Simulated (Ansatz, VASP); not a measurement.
**One calculation of AlInC4N4, two programs**

```
Al In C N
1.0
     5.98615    0.00000    0.00000
     0.00000    5.98615    0.00000
     0.00000    0.00000    5.98615
Al In C N
1 1 4 4
Direct
  0.50000 0.50000 0.50000
  0.00000 0.00000 0.00000
  0.20842 0.20842 0.20842
  0.20842 0.79158 0.79158
  0.79158 0.20842 0.79158
  0.79158 0.79158 0.20842
  0.32274 0.32274 0.32274
  0.32274 0.67726 0.67726
  0.67726 0.32274 0.67726
  0.67726 0.67726 0.32274
```

Alike in both runs: functional PBE; k mesh 4 × 4 × 4; occupations gaussian, width 0.1 eV; no spin polarisation.

Ansatz relaxed the structure, and its values are those at the end. VASP's run is a single point on that final structure, the one shown.

|  | VASP | Ansatz |
| --- | --- | --- |
| version | VASP 6.6.1 | Ansatz 0.2.0 |
| potentials or method | VASP PAW PBE potentials, release 64 (Al, In_d, C, N) | scalar-relativistic, plane waves, PAW |
| plane-wave cutoff (eV) | 520 | 420 |
| valence electrons in the cell | 52 | 52 |

VASP gave:

| Quantity | Value |
| --- | --- |
| gap on the k mesh at the Fermi level (eV) | none |
| pressure (GPa) | 0.4 |
| rms of the force components (eV/Å) | 0.161 |

**Question.** What did Ansatz give for the same quantities?

**Answer.** gap on the k mesh at the Fermi level (eV): none; pressure (GPa): 0.2; rms of the force components (eV/Å): 0.006.

A gap of «none» marks a metal or a gap that the smearing closes. One of these differences is far larger than is usual between the two programs; its cause wasn't traced. With one functional, cell and mesh, what is left measures potentials, basis and numerics.

Caveats: the standard files for N, O and F lose accuracy on very short bonds.
